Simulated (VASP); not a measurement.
# CrClO₂F: harmonic vibrations of a molecule

CrClO₂F, molecule in box, 5 atoms in the cell. PBE, harmonic vibrations; PAW potentials O, Cr_pv, F, Cl (PBE set).

## Input

INCAR.step1:
```
SYSTEM = CrClO2F
PREC = Accurate ; ENCUT = 400
EDIFF = 1E-8 ; ISMEAR = 0
SIGMA = 0.01 ; ISYM = 0
LREAL = .False. ; LASPH = .True.
NELM = 100 ; ALGO = Normal
LWAVE = .False. ; LCHARG = .False.
IBRION = 2 ; NSW = 60
ISIF = 2 ; EDIFFG = -0.002
POTIM = 0.5
```

INCAR.step2, as INCAR.step1 but for:
```
- IBRION = 2
- NSW = 60
- ISIF = 2
- EDIFFG = -0.002
- POTIM = 0.5
+ IBRION = 5
+ NFREE = 2
+ POTIM = 0.015
+ NSW = 1
```

KPOINTS:
```
k-points
0
Gamma
  1 1 1
```

POSCAR.step1:
```
CrClO2F
1.0
   12.0000000000      0.0000000000      0.0000000000
    0.0000000000     12.0000000000      0.0000000000
    0.0000000000      0.0000000000     12.0000000000
O Cr F Cl
2 1 1 1
Direct
    0.4627958300      0.4134083300      0.6074041700
    0.6074375000      0.3933583300      0.4596458300
    0.4919458300      0.4416833300      0.4860708300
    0.3947291700      0.3874750000      0.3982625000
    0.4986041700      0.6160250000      0.4689375000
```

Commands (each step's output is kept before the next begins):
```
cat potpaw_PBE.64/O/POTCAR potpaw_PBE.64/Cr_pv/POTCAR potpaw_PBE.64/F/POTCAR potpaw_PBE.64/Cl/POTCAR > POTCAR
cp INCAR.step1 INCAR
cp POSCAR.step1 POSCAR
mpirun -np 4 vasp_gam > vasp.out
cp CONTCAR POSCAR
cp INCAR.step2 INCAR
mpirun -np 4 vasp_gam > vasp.out
```

## Result

- Vibrations (cm⁻¹; a negative value is imaginary): 1081, 1058, 748, 491, 383, 285, 277, 224, 177
- Zero-point energy (eV): 0.293
- Translations and rotations, which should read zero (cm⁻¹): -8, -5, -2, 5, 7, 18
- Vibrational entropy at 298 K (meV/K): 0.410
- Displaced cells: 30
- Ionic steps, all stages: 60
- Electronic steps, all stages: 1069

VASP 6.6.1 took 1446 s on 4 cores (AMD EPYC 7R13 (Zen 3)), a shared host.
